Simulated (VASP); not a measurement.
Calculation: PBE GGA, VASP's PBE PAW potentials (set 64) (plane waves; VASP 6.6.1).

VASP input:

**INCAR**
```
SYSTEM = Hf
PREC = Accurate
ENCUT = 300
EDIFF = 1E-6
NELM = 100
ALGO = Normal
LREAL = .FALSE.
LASPH = .TRUE.
ISMEAR = -1
SIGMA = 0.05
GGA = PE
LMAXMIX = 6
LWAVE = .FALSE.
LCHARG = .FALSE.
ISIF = 2
```

File KPOINTS:
```
Automatic mesh
0
Gamma
 4 4 1
0 0 0
```

**POSCAR**
```
Hf
3.1821620
  1.0000000000   0.0000000000   0.0000000000
 -0.5000000000   0.8660253626   0.0000000000
  0.0000000000   0.0000000000   3.2175068397
Hf
4
Cart
  0.0097025000   0.0020013846  -0.0240508636
 -0.0004010000   0.0020975134   1.6006066925
  0.0026690000   0.5804275185   0.8183020795
  0.4880305000   0.2814989460   2.4314023511
```

POTCAR, in this order: Hf_pv (PBE.64 set). Program: vasp_std.

What VASP printed:

### OSZICAR
```
       N       E                     dE             d eps       ncg     rms          rms(c)
DAV:   1     0.114255905155E+03    0.11426E+03   -0.17366E+04   528   0.105E+03
DAV:   2    -0.336899652044E+02   -0.14795E+03   -0.14593E+03   600   0.275E+02
DAV:   3    -0.404309537348E+02   -0.67410E+01   -0.65725E+01   656   0.398E+01
DAV:   4    -0.405784357161E+02   -0.14748E+00   -0.14655E+00   600   0.615E+00
DAV:   5    -0.405824714964E+02   -0.40358E-02   -0.40341E-02   704   0.717E-01    0.895E+01
DAV:   6    -0.395616963910E+02    0.10208E+01   -0.17060E+00   560   0.739E+00    0.515E+01
DAV:   7    -0.397727506864E+02   -0.21105E+00   -0.82428E+00   624   0.123E+01    0.145E+01
DAV:   8    -0.392133486814E+02    0.55940E+00   -0.66639E+00   608   0.705E+00    0.510E+00
DAV:   9    -0.392244372998E+02   -0.11089E-01   -0.62490E-01   640   0.337E+00    0.391E+00
DAV:  10    -0.392026687975E+02    0.21769E-01   -0.28279E-01   656   0.204E+00    0.179E+00
DAV:  11    -0.391990901124E+02    0.35787E-02   -0.43042E-02   608   0.108E+00    0.856E-01
DAV:  12    -0.391978003281E+02    0.12898E-02   -0.13262E-02   600   0.621E-01    0.343E-01
DAV:  13    -0.391977392306E+02    0.61098E-04   -0.11260E-03   624   0.195E-01    0.203E-01
DAV:  14    -0.391977315259E+02    0.77047E-05   -0.76040E-05   632   0.459E-02    0.165E-01
DAV:  15    -0.391977174020E+02    0.14124E-04   -0.28216E-04   640   0.591E-02    0.776E-02
DAV:  16    -0.391977103327E+02    0.70692E-05   -0.50835E-05   640   0.375E-02    0.260E-02
DAV:  17    -0.391977092530E+02    0.10798E-05   -0.46645E-06   480   0.128E-02    0.163E-02
DAV:  18    -0.391977091315E+02    0.12148E-06   -0.87817E-07   288   0.553E-03
   1 F= -.39197709E+02 E0= -.39159631E+02  d E =-.761566E-01
```

File OUTCAR:
```
------------------------ aborting loop because EDIFF is reached ----------------------------------------
  FORCE on cell =-STRESS in cart. coord.  units (eV):
  Direction    XX          YY          ZZ          XY          YZ          ZX
  --------------------------------------------------------------------------------------
  Total        0.0159484     -0.1397675      0.2704822      0.0742993     -0.0684297     -0.1449973
  in kB        0.2845839     -2.4940194      4.8265006      1.3258015     -1.2210630     -2.5873395
  external PRESSURE =       0.8723550 kB  Pullay stress =       0.0000000 kB
  volume of cell :       89.79
      direct lattice vectors                 reciprocal lattice vectors
     3.182162000  0.000000000  0.000000000     0.314251757  0.181433345  0.000000000
    -1.591081000  2.755833000  0.000000000     0.000000000  0.362866690  0.000000000
     0.000000000  0.000000000 10.238628000     0.000000000  0.000000000  0.097669336
 POSITION                                       TOTAL-FORCE (eV/Angst)
 -----------------------------------------------------------------------------------
      0.03087      0.00637     10.16209        -0.036669     -0.023318      0.323938
     -0.00128      0.00667      5.09339         0.016943      0.009122      0.002272
      0.00849      1.84701      2.60397        -0.049857     -0.026357     -0.034400
      1.55299      0.89578      7.73712         0.069582      0.040552     -0.291810
 -----------------------------------------------------------------------------------
    total drift:                               -0.000528     -0.000625     -0.000790
  FREE ENERGIE OF THE ION-ELECTRON SYSTEM (eV)
  ---------------------------------------------------
  free  energy   TOTEN  =       -39.1977091315 eV

  energy  without entropy=      -39.1215525230  energy(sigma->0) =      -39.15963083
```
(Selected blocks of OUTCAR.)

At this cut-off the stress carries a Pulay error, which pulls relaxed volumes low.

The structure was generated: Hf was put into an ordered model structure, which need not be its known phase. The cell was not relaxed at this level, atoms are displaced from their ideal sites. The k-mesh is coarse (spacing up to 0.61 per Å, 2π included), so the numbers may not be converged in it. The run is one of a series of settings (KPOINTS 4×4×1 Γ-centred mesh against the base run), some of them coarse on purpose.
